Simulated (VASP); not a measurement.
Input:

```
CELL_PARAMETERS angstrom
      0.00000     2.51570     2.51570
      2.51570     0.00000     2.51570
      2.51570     2.51570     0.00000
ATOMIC_POSITIONS crystal
  Gd 0.00000 0.00000 0.00000
  N  0.50000 0.50000 0.50000
```

All values below come from PW91 GGA, VASP's PBE PAW potentials (set 64) (plane waves; VASP). Numerical set-up: 520 eV cut-off, 13×13×13 Γ-centred mesh, first-order Methfessel-Paxton smearing of 0.10 eV, potentials Gd_3 N.

The 4f electrons are frozen in the core of the lanthanide potential, so 4f levels, which can set the real gap, and their magnetism are missing.

Problem. Give the stress tensor in GPa (positive for a compressed cell).

Solution. 
```
-4.39   0.00   0.00
 0.00  -4.39   0.00
 0.00   0.00  -4.39
```
The pressure is its mean diagonal, -4.39 GPa.

The compound is GdN in the rock salt structure. This cell is one point of a volume scan, at 1.03 of the reference volume.
